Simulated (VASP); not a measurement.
Data:

```yaml
crystal:
  lattice:
    - [3.81257, 0.00000, 0.00000]
    - [0.00000, 3.81257, 0.00000]
    - [0.00000, 0.00000, 3.81257]
  atoms:
    - { symbol: Cu, position: [0.00000, 0.50000, 0.50000] }
    - { symbol: Cu, position: [0.50000, 0.00000, 0.50000] }
    - { symbol: Cu, position: [0.50000, 0.50000, 0.00000] }
    - { symbol: Au, position: [0.00000, 0.00000, 0.00000] }
```

The numbers are results of revPBE GGA, VASP's PBE PAW potentials (set 64) (plane waves; VASP), not measurements. Numerical set-up: 520 eV cut-off, 7×7×7 Γ-centred mesh, first-order Methfessel-Paxton smearing of 0.10 eV, potentials Cu Au.

Unless said otherwise, spin-orbit coupling is left out, though it shifts the bands of the heavy elements here.

Problem. What does the run give for the energy per atom (σ→0), band gap (on the k-mesh) with the smallest direct gap where there is one?

Solution. 
The band gap (on the k-mesh) comes out as none (metal, semimetal or under 0.01 eV) and the energy per atom (σ→0) is -3.244 eV/atom.

The compound is Cu3Au in the L1_2 structure. It was relaxed first, which changed the volume by +5 %. The start is the result of an earlier pass.
